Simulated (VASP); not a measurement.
An input for Ansatz (written as the equivalent of a VASP run, and not itself run):

Ansatz 0.2 input:
```yaml
crystal:
  lattice:
    - [0.0000000, 2.2675394, 2.2675394]
    - [2.2675394, 0.0000000, 2.2675394]
    - [2.2675394, 2.2675394, 0.0000000]
  atoms:
    - { symbol: Li, position: [0.2500000, 0.2500000, 0.2500000] }
    - { symbol: Li, position: [0.7500000, 0.7500000, 0.7500000] }
    - { symbol: O, position: [0.0000000, 0.0000000, 0.0000000] }
kpoints:
  mp_grid: { grid: [8, 8, 8] }
hamiltonian:
  xc: pbe
  pseudopotentials: { kind: paw }
scf:
  occupations: { method: gaussian, width: 0.05 }
  max_iter: 100
relax:
  max_steps: 40
  f_tol: 0.02
  cell: { p_target: 5 }
output: { forces: true, stress: true, eigenvalues: true }
```

### Question
Write the VASP files for the same calculation (PBE).

### Answer
Several could match; the one computed here: 
File POSCAR:
```
Li2O
1
    0.0000000000     2.2675393925     2.2675393925
    2.2675393925     0.0000000000     2.2675393925
    2.2675393925     2.2675393925    -0.0000000000
Li O
2 1
Direct
  0.2500000000   0.2500000000   0.2500000000
  0.7500000000   0.7500000000   0.7500000000
  0.0000000000   0.0000000000   0.0000000000
```

INCAR:
```
ALGO=Normal
EDIFF=1E-6
EDIFFG=-0.02
ENCUT=620
GGA=PE
IBRION=2
ISIF=3
ISMEAR=0
LASPH=.TRUE.
LCHARG=.FALSE.
LREAL=.FALSE.
LWAVE=.FALSE.
NELM=100
NSW=40
PREC=Accurate
PSTRESS=50
SIGMA=0.05
SYSTEM=Li2O
```

File KPOINTS:
```
Automatic mesh
0
Gamma
8 8 8
0 0 0
```

POTCAR, in this order: Li_sv O (PBE.64 set). Program: vasp_std.

What does not carry over: each code has its own PAW files, so the cut-off isn't converted (ENCUT is set for VASP's; basis.ecutwfc is left out, and Ansatz then takes the one that its files recommend); Ansatz stops its SCF on the density residual and VASP on the energy change (EDIFF).

The compound is Li2O in the antifluorite structure. It was relaxed first under an external pressure of 5 GPa.
